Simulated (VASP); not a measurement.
**SrTiO3: stress against strain**

SrTiO3 (cubic perovskite, Pm-3m, 11.514 Å³/atom and stress up to 0.23 GPa in the relaxed cell, cube axes along x, y and z) under an equal strain ε along x and y, with z held. LDA in VASP (plane waves, PAW), 600 eV, 8×8×8 Γ-centred mesh, Gaussian smearing 0.05 eV; ions are relaxed, or left where forces stay under 0.02 eV/Å, within the symmetry of each cell. Stress is positive for a compressed cell.

Here s stands for strain and y for stress xx.

| strain (%) | stress xx (GPa) |
|---|---|
| -3.00 | ? |
| -1.50 | 7.83 |
| -1.00 | 4.99 |
| -0.50 | 2.30 |
| 0.00 | -0.23 |
| 0.50 | -2.62 |
| 1.00 | -4.86 |
| 1.50 | -6.96 |

Problem. Fit y against s with a straight line, and predict the withheld value at s = -3.00.

Solution. Means: s 0, y 0.064. About the means, the sum of products is -34.495 and the sum of squares of s is 7.0000; the slope is their ratio. Least squares gives y = 0.064 - 4.9279·s. Residuals (row less fit): 0.374, -0.002, -0.228, -0.294, -0.220, 0.004, 0.368; standard error 0.304 (degrees of freedom: 5). The slope gives the elastic constants C11 + C12 = 493 ± 11 GPa (± standard error of the fit, which holds the terms cut off). At the withheld row, y = 0.064 - 4.9279 × (-3.0) = 14.848 GPa. The calculation gives 17.50 GPa, 2.652 GPa above the prediction (10.8 % of the range of y in the table). The row lies outside the fitted rows, so this is an extrapolation. From the scatter of the fitted rows alone, a prediction at this place has a standard error of 0.474 GPa, so the miss is 5.6 times that.

A polynomial of degree 2 through the 12 other runs of the series gives 17.30 there, so most of the miss is curvature that the fit leaves out. The primitive cell can neither tilt nor turn polar against its symmetry, as such crystals can under strain. SrTiO3 is here the ideal cubic form; the compound distorts at low or room temperature. Rows are the converged runs of the series near zero and its far end; series whose fitted rows scatter by over a few per cent of the range, as at a crossing or softening among them, aren't shown in this form, nor equations of state whose B0' disagrees with the runs' pressures. Most that stay on the fit to the last digits aren't either.
